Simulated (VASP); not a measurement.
Level of theory: PBE GGA, VASP's PBE PAW potentials (set 64) (plane waves; VASP).

Input for VASP

**INCAR**
```
ALGO = Fast
EDIFF = 1E-5
EDIFFG = -0.03
ENCUT = 400
GGA = PE
IBRION = 2
ISIF = 2
ISMEAR = 0
ISYM = 0
LASPH = .True.
LCHARG = .False.
LMAXMIX = 4
LREAL = Auto
LWAVE = .False.
NELECT = 256.0
NELM = 100
NELMIN = 4
NSW = 60
PREC = Normal
SIGMA = 0.05
SYSTEM = Ga31As32
```

File POSCAR:
```
Ga31As32
1
   11.5222104216     0.0000000000     0.0000000000
    0.0000000000    11.5222104216    -0.0000000000
   -0.0000000000    -0.0000000000    11.5222104216
Ga As
31 32
Direct
  0.5000000000   0.0000000000   0.0000000000
  0.7500000000   0.2500000000   0.0000000000
  0.7500000000   0.0000000000   0.2500000000
  0.0000000000   0.0000000000   0.0000000000
  0.2500000000   0.2500000000   0.0000000000
  0.5000000000   0.5000000000   0.0000000000
  0.7500000000   0.7500000000   0.0000000000
  0.2500000000   0.0000000000   0.2500000000
  0.5000000000   0.2500000000   0.2500000000
  0.7500000000   0.5000000000   0.2500000000
  0.5000000000   0.0000000000   0.5000000000
  0.7500000000   0.2500000000   0.5000000000
  0.7500000000   0.0000000000   0.7500000000
  0.0000000000   0.5000000000   0.0000000000
  0.2500000000   0.7500000000   0.0000000000
  0.0000000000   0.2500000000   0.2500000000
  0.2500000000   0.5000000000   0.2500000000
  0.5000000000   0.7500000000   0.2500000000
  0.0000000000   0.0000000000   0.5000000000
  0.2500000000   0.2500000000   0.5000000000
  0.7500000000   0.7500000000   0.5000000000
  0.2500000000   0.0000000000   0.7500000000
  0.5000000000   0.2500000000   0.7500000000
  0.7500000000   0.5000000000   0.7500000000
  0.0000000000   0.7500000000   0.2500000000
  0.0000000000   0.5000000000   0.5000000000
  0.2500000000   0.7500000000   0.5000000000
  0.0000000000   0.2500000000   0.7500000000
  0.2500000000   0.5000000000   0.7500000000
  0.5000000000   0.7500000000   0.7500000000
  0.0000000000   0.7500000000   0.7500000000
  0.6250000000   0.1250000000   0.1250000000
  0.8750000000   0.3750000000   0.1250000000
  0.8750000000   0.1250000000   0.3750000000
  0.1250000000   0.1250000000   0.1250000000
  0.3750000000   0.3750000000   0.1250000000
  0.6250000000   0.6250000000   0.1250000000
  0.8750000000   0.8750000000   0.1250000000
  0.3750000000   0.1250000000   0.3750000000
  0.6254130000   0.3791350000   0.3785160000
  0.8750000000   0.6250000000   0.3750000000
  0.6250000000   0.1250000000   0.6250000000
  0.8750000000   0.3750000000   0.6250000000
  0.8750000000   0.1250000000   0.8750000000
  0.1250000000   0.6250000000   0.1250000000
  0.3750000000   0.8750000000   0.1250000000
  0.1250000000   0.3750000000   0.3750000000
  0.3759360000   0.6266890000   0.3753570000
  0.6250000000   0.8750000000   0.3750000000
  0.1250000000   0.1250000000   0.6250000000
  0.3760740000   0.3791450000   0.6264650000
  0.6245300000   0.6225620000   0.6284130000
  0.8750000000   0.8750000000   0.6250000000
  0.3750000000   0.1250000000   0.8750000000
  0.6250000000   0.3750000000   0.8750000000
  0.8750000000   0.6250000000   0.8750000000
  0.1250000000   0.8750000000   0.3750000000
  0.1250000000   0.6250000000   0.6250000000
  0.3750000000   0.8750000000   0.6250000000
  0.1250000000   0.3750000000   0.8750000000
  0.3750000000   0.6250000000   0.8750000000
  0.6250000000   0.8750000000   0.8750000000
  0.1250000000   0.8750000000   0.8750000000
```

File KPOINTS:
```
K-points
0
gamma
  1 1 1
0 0 0
```

POTCAR, in this order: Ga As (PBE.64 set). Program: vasp_gam.

The cell is charged, with a uniform compensating background. The supercell is sampled at Γ alone, which is coarse: total energies, pressure and levels can be off, energies of defects by several tenths of an eV.

Problem. Estimate the energy per atom (σ→0).

Solution. 
- energy per atom (σ→0): -3.910 eV/atom

### OSZICAR
```
...
RMM:   4    -0.246350974195E+03   -0.54394E-06   -0.32082E-05   217   0.109E-02
  14 F= -.24635097E+03 E0= -.24632979E+03  d E =-.159518E-02
       N       E                     dE             d eps       ncg     rms          rms(c)
DAV:   1    -0.246351471500E+03   -0.49785E-03   -0.42413E-02   320   0.375E-01    0.657E-02
RMM:   2    -0.246351654904E+03   -0.18340E-03   -0.24124E-03   320   0.873E-02    0.242E-02
RMM:   3    -0.246351692023E+03   -0.37118E-04   -0.40585E-04   339   0.358E-02    0.164E-02
RMM:   4    -0.246351691214E+03    0.80902E-06   -0.54385E-05   250   0.139E-02
  15 F= -.24635169E+03 E0= -.24633089E+03  d E =-.717019E-03
```

The cell is a supercell with a defect, built from GaAs (zinc blende): vac_Ga, charge -3. The run is not spin-polarised, so no state with unpaired spins was tried.
